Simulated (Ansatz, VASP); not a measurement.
# Cross-check of ZrTaGe2As4Se2 (1T-ZrSe2 under TaGe2As4, AB) between VASP and Ansatz, part 2 of 2

One calculation is typed for both programs; each brings its own data sets. How far apart do they land? The cell is taken from a series of runs on this material, whose earlier steps may have relaxed, scaled, displaced or heated it; both programs get it as it stands.

VASP 6.6.1 and Ansatz 0.2.0.

So far: Set-up; Ansatz: single point, PBE with D4.

### 3. VASP: single point, PBE with D4

Level of this step: PBE with D4; plane waves and PAW (Se, Zr_sv, As, Ge_d, Ta_pv) (VASP).

The same cell, functional, mesh and smearing now go to VASP, with its own data sets.

Lines of VASP's logs that name or quote its potential files are left out, and so is its time.

Contents of INCAR:

```
SYSTEM = ZrTaGe2As4Se2
PREC = Accurate
ENCUT = 410
EDIFF = 1E-06
NELM = 120
ISMEAR = -1
SIGMA = 0.02585
LREAL = .FALSE.
ALGO = Normal
GGA = PE
IVDW = 13
NBANDS = 51
LASPH = .TRUE.
LORBIT = 11
LWAVE = .FALSE.
LCHARG = .FALSE.
ISIF = 2
LDIPOL = .TRUE.
IDIPOL = 3
DIPOL = 0.5 0.5 0.513
LVHAR = .TRUE.
GGA_COMPAT = .FALSE.
NELMDL = -8
KPAR = 2
```

Contents of POSCAR:

```
ZrTaGe2As4Se2
1.0
    3.7251473141      0.0000000000      0.0000000000
   -1.8625736570      3.2260722068      0.0000000000
    0.0000000000      0.0000000000     34.8842351983
Se Zr As Ge Ta
2 1 4 2 1
Direct
    0.6666666667      0.3333333333      0.2579961965
    0.3333333333      0.6666666667      0.3500886155
    0.0000000000      0.0000000000      0.3039841296
    0.3333333333      0.6666666667      0.4502907489
    0.6666666667      0.3333333333      0.5534365217
    0.6666666667      0.3333333333      0.6390209254
    0.3333333333      0.6666666667      0.7420038035
    0.6666666667      0.3333333333      0.4833210671
    0.6666666667      0.3333333333      0.7089609597
    0.3333333333      0.6666666667      0.5961307710
```

Contents of KPOINTS:

```
Automatic mesh
0
Gamma
12 12 1
0 0 0
```

The projector-augmented-wave data sets are Se, Zr_sv, As, Ge_d and Ta_pv (PBE family, release 64).

Started as:

```
$ mpirun -np 2 vasp_std
```

Numbers of over 12 decimals in the logs are rounded to 6 here.

Log:

```text
[banner, memory and clock lines left out]
running    2 mpi-ranks, on    1 nodes
 distrk:  each k-point on    1 cores,    2 groups
 distr:  one band on    1 cores,    1 groups

 POSCAR found type information on POSCAR SeZrAsGeTa
 POSCAR found :  5 types and      10 ions
 LDA part: xc-table for (Slater+PW92), standard interpolation
 POSCAR, INCAR and KPOINTS ok, starting setup
 FFT: planning ... GRIDC
 FFT: planning ... GRID_SOFT
 FFT: planning ... GRID
 WAVECAR not read
 entering main loop
       N       E                     dE             d eps       ncg     rms          rms(c)
DAV:   1     0.766158702674E+03    0.76616E+03   -0.33636E+04  2552   0.170E+03
DAV:   2     0.495824000876E+02   -0.71658E+03   -0.69527E+03  2254   0.487E+02
DAV:   3    -0.546037627426E+02   -0.10419E+03   -0.10236E+03  2807   0.151E+02
DAV:   4    -0.619956117528E+02   -0.73918E+01   -0.73491E+01  2964   0.432E+01
DAV:   5    -0.625278282062E+02   -0.53222E+00   -0.53192E+00  3124   0.770E+00
DAV:   6    -0.625424861340E+02   -0.14658E-01   -0.14656E-01  3180   0.119E+00
DAV:   7    -0.625429017513E+02   -0.41562E-03   -0.41560E-03  3132   0.215E-01
DAV:   8    -0.625429260081E+02   -0.24257E-04   -0.24256E-04  3148   0.429E-02    0.195E+01
DAV:   9    -0.598698136427E+02    0.26731E+01   -0.10424E+01  2101   0.107E+01    0.822E+00
DAV:  10    -0.596876099518E+02    0.18220E+00   -0.18298E+00  2684   0.528E+00    0.296E+00
DAV:  11    -0.600115045074E+02   -0.32389E+00   -0.11240E+00  2756   0.463E+00    0.226E+00
DAV:  12    -0.600957366391E+02   -0.84232E-01   -0.59144E+00  2780   0.725E+00    0.238E+00
DAV:  13    -0.596835122710E+02    0.41222E+00   -0.61092E+00  2747   0.462E+00    0.777E-01
DAV:  14    -0.596645335911E+02    0.18979E-01   -0.13068E-01  2381   0.136E+00    0.398E-01
[...]
DAV:  25    -0.596470532619E+02   -0.10269E-03   -0.33124E-05  1990   0.323E-02    0.159E-02
DAV:  26    -0.596470232542E+02    0.30008E-04   -0.11120E-05  1821   0.198E-02    0.722E-03
DAV:  27    -0.596470674416E+02   -0.44187E-04   -0.86223E-06  1806   0.989E-03    0.494E-03
DAV:  28    -0.596470770598E+02   -0.96182E-05   -0.25892E-06  1758   0.638E-03    0.631E-03
DAV:  29    -0.596470804983E+02   -0.34384E-05   -0.12677E-06  1492   0.673E-03    0.339E-03
DAV:  30    -0.596470852202E+02   -0.47219E-05   -0.10575E-06  1545   0.423E-03    0.185E-03
DAV:  31    -0.596470877131E+02   -0.24929E-05   -0.72219E-07  1438   0.465E-03    0.675E-04
DAV:  32    -0.596470886712E+02   -0.95813E-06   -0.61799E-07  1377   0.239E-03
   1 F= -.62791036E+02 E0= -.62787017E+02  d E =-.803843E-02
```

From OUTCAR (step 3):

```text
ion  position               nearest neighbor table
   1  0.667  0.333  0.258-   3 2.68   3 2.68   3 2.68
   2  0.333  0.667  0.350-   3 2.69   3 2.69   3 2.69
   3  0.000  0.000  0.304-   1 2.68   1 2.68   1 2.68   2 2.69   2 2.69   2 2.69
   4  0.333  0.667  0.450-   8 2.44   8 2.44   8 2.44
   5  0.667  0.333  0.553-   8 2.45  10 2.62  10 2.62  10 2.62
   6  0.667  0.333  0.639-   9 2.44  10 2.62  10 2.62  10 2.62
   7  0.333  0.667  0.742-   9 2.44   9 2.44   9 2.44
   8  0.667  0.333  0.483-   4 2.44   4 2.44   4 2.44   5 2.45
   9  0.667  0.333  0.709-   6 2.44   7 2.44   7 2.44   7 2.44
  10  0.333  0.667  0.596-   5 2.62   5 2.62   5 2.62   6 2.62   6 2.62   6 2.62

  LATTYP: Found a hexagonal cell.
 ALAT       =     3.7251473141
 C/A-ratio  =     9.3645250125

 Subroutine GETGRP returns: Found  6 space group operations
 (whereof  6 operations were pure point group operations)

The static configuration has the point symmetry C_3v.

 Found     19 irreducible k-points:

   k-points           NKPTS =     19   k-points in BZ     NKDIM =     19   number of bands    NBANDS=     51

   dimension x,y,z NGX =    28 NGY =   28 NGZ =  240
   dimension x,y,z NGXF=    56 NGYF=   56 NGZF=  480

   ENCUT  =  410.0 eV  30.13 Ry    5.49 a.u.   6.15  6.15 57.59*2*pi/ulx,y,z

   NELECT =      83.0000    total number of electrons

 k-points in reciprocal lattice and weights: Automatic mesh
   0.00000000  0.00000000  0.00000000       0.007
   0.08333333 -0.00000000  0.00000000       0.042
   0.16666667  0.00000000  0.00000000       0.042
   0.25000000 -0.00000000  0.00000000       0.042
   0.33333333  0.00000000  0.00000000       0.042
   0.41666667 -0.00000000  0.00000000       0.042
   0.50000000 -0.00000000  0.00000000       0.021
   0.08333333  0.08333333  0.00000000       0.042
   0.16666667  0.08333333  0.00000000       0.083
[...]
0.33333333  0.25000000  0.00000000       0.083
   0.33333333  0.33333333  0.00000000       0.014

 dipolmoment           0.000000      0.000000     -0.017309 electrons x Angstroem

 average (electrostatic) potential at core
       1 -57.6875       2 -57.7534       3 -84.4193       4 -54.2396       5 -53.8357
       6 -53.8223       7 -54.1711       8 -79.0666       9 -79.0265      10 -42.7231

 E-fermi :   0.2120

 k-point     1 :       0.0000    0.0000    0.0000
  band No.  band energies     occupation
    ...
     37      -0.2201      2.00000
     38      -0.0659      1.99996
     39      -0.0659      1.99996
     40      -0.0173      1.99972
     41      -0.0173      1.99972
     42       0.6568      0.00000
     43       1.0517      0.00000
     44       1.0517      0.00000
     45       1.5462      0.00000
     46       1.9224      0.00000
    ...

 k-point     2 :       0.0833   -0.0000    0.0000
  band No.  band energies     occupation
    ...
     37      -0.5375      2.00000
     38      -0.4044      2.00000
     39      -0.3189      2.00000
     40      -0.2491      2.00000
     41      -0.1832      2.00000
     42       0.7032      0.00000
     43       1.1170      0.00000
     44       1.3439      0.00000
     45       1.7225      0.00000
     46       2.4834      0.00000
    ...

 k-point     3 :       0.1667    0.0000    0.0000
  band No.  band energies     occupation
    ...
     37      -0.8171      2.00000
     38      -0.7931      2.00000
     39      -0.7329      2.00000
     40      -0.5344      2.00000
     41      -0.3944      2.00000
     42       0.5490      0.00000
     43       0.9616      0.00000
     44       1.8178      0.00000
     45       1.9818      0.00000
     46       2.3674      0.00000
    ...

  DFT-D4 for vdW energy calculation

  Edisp (eV):   -3.14395

  Total       0.07001     0.07001     0.13028     0.00000    -0.00000     0.00000
  in kB       0.26756     0.26756     0.49791     0.00000    -0.00000     0.00000
  external pressure =        0.34 kB  Pullay stress =        0.00 kB

  energy-cutoff  :      410.00
  volume of cell :      419.22
      direct lattice vectors                 reciprocal lattice vectors
     3.725147314  0.000000000  0.000000000     0.268445760  0.154987232  0.000000000
    -1.862573657  3.226072207  0.000000000     0.000000000  0.309974463  0.000000000
     0.000000000  0.000000000 34.884235198     0.000000000  0.000000000  0.028666244

 POSITION                                       TOTAL-FORCE (eV/Angst)
 -----------------------------------------------------------------------------------
      1.86257      1.07536      9.00000         0.000000     -0.000000     -0.019223
     -0.00000      2.15071     12.21257         0.000000     -0.000000      0.008068
      0.00000      0.00000     10.60425        -0.000000      0.000000      0.003787
     -0.00000      2.15071     15.70805        -0.000000     -0.000000     -0.031088
      1.86257      1.07536     19.30621        -0.000000      0.000000     -0.012643
      1.86257      1.07536     22.29176        -0.000000     -0.000000      0.008720
     -0.00000      2.15071     25.88424         0.000000     -0.000000      0.032181
      1.86257      1.07536     16.86029         0.000000     -0.000000      0.017240
      1.86257      1.07536     24.73156         0.000000     -0.000000     -0.008796
     -0.00000      2.15071     20.79557         0.000000     -0.000000      0.001754
 -----------------------------------------------------------------------------------
    total drift:                                0.000002     -0.000002      0.001307

  FREE ENERGIE OF THE ION-ELECTRON SYSTEM (eV)
  ---------------------------------------------------
  free  energy   TOTEN  =       -62.7910358302 eV

  energy  without entropy=      -62.7829973987  energy(sigma->0) =      -62.78701661

 vacuum level on the upper side and lower side of the slab         5.159         5.419

 total charge
# of ion       s       p       d       tot
------------------------------------------
    1        1.463   2.403   0.028   3.895
    2        1.465   2.403   0.029   3.897
    3        2.170   6.011   1.479   9.660
    4        1.278   1.458   0.039   2.775
    5        1.212   1.587   0.052   2.850
    6        1.211   1.586   0.052   2.849
    7        1.274   1.463   0.038   2.775
    8        1.136   1.187  10.054  12.377
    9        1.133   1.191  10.054  12.379
   10        0.291   6.155   2.319   8.765
--------------------------------------------------
tot         12.633  25.445  24.143  62.221

[... 3 further parts left out ...]
```

### 4. Side by side

Known differences besides the potentials themselves: the data sets hold 145 valence electrons in Ansatz (on its default PAW (the set named soft_2) files) and 83 in VASP; the cutoff is 420 eV in Ansatz and 410 eV in VASP. Total energies have different zeros and are not compared.

The two programs side by side:

```csv
quantity,Ansatz,VASP,difference
"work function, lower of the two faces (eV)",4.94,4.95,-0.01
"work function, higher of the two faces (eV)",5.20,5.21,0.00
```

With vacuum in the cell, a pressure given here is an average over mostly empty space and none of the material.

### 5. What came out

| Item | Value |
| --- | --- |
| difference in work function, lower of the two faces (single point, PBE with D4) | -0.0064 eV |

The difference in work function, lower of the two faces is -0.0064 eV (single point, PBE with D4). The data sets hold unlike numbers of valence electrons (145 in Ansatz and 83 in VASP), so part of the differences comes from the potentials. How closely two codes agree says nothing of how well the functional describes the real material.

[Lines on the potential files, build, host, timing and source positions are cut from VASP's logs without a mark.]

[Logs are printed without paths, hosts, clocks, repeated set-up lines and the standing remarks that a program may print on its own settings, such as how far it seeks lower states.]

[Hosts, paths, dates, database ids (printed as entryN), source tags and the programs' standing remarks are cut or masked in the printed files.]
